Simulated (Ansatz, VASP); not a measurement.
# CsNb2: VASP beside Ansatz

```
CELL_PARAMETERS angstrom
0.00000 3.25972 3.25972
3.25972 0.00000 3.25972
3.25972 3.25972 0.00000
ATOMIC_POSITIONS crystal
Cs 0.00000 0.00000 0.00000
Nb 0.25000 0.25000 0.25000
Nb 0.75000 0.75000 0.75000
```

Change from the starting cell: species swapped into the Al2Pd type (Fm-3m, No. 225).

Alike in both runs: functional PBE; k mesh 4 × 4 × 4; occupations gaussian, width 0.1 eV; no spin polarisation.

Ansatz relaxed the structure, and its values are those at the end. VASP's run is a single point on that final structure, the one shown.

|  | VASP | Ansatz |
| --- | --- | --- |
| version | VASP 6.6.1 | Ansatz 0.2.0 |
| potentials or method | VASP PAW PBE potentials, release 64 (Cs_sv, Nb_sv) | scalar-relativistic, plane waves, PAW |
| plane-wave cutoff (eV) | 520 | 420 |
| valence electrons in the cell | 35 | 35 |

Ansatz gave:

| Property | Result |
| --- | --- |
| gap on the k mesh at the Fermi level (eV) | none |
| pressure (GPa) | 0.1 |

Task: Estimate VASP's values.

Result: gap on the k mesh at the Fermi level (eV): none; pressure (GPa): 1.6.

A gap of «none» marks a metal or a gap that the smearing closes. With one functional, cell and mesh, what is left measures potentials, basis and numerics.

Caveats: the k mesh is coarse (spacing up to 0.42 Å⁻¹), so the values aren't converged. The runs have no spin-orbit coupling, so splittings on Cs are missing.
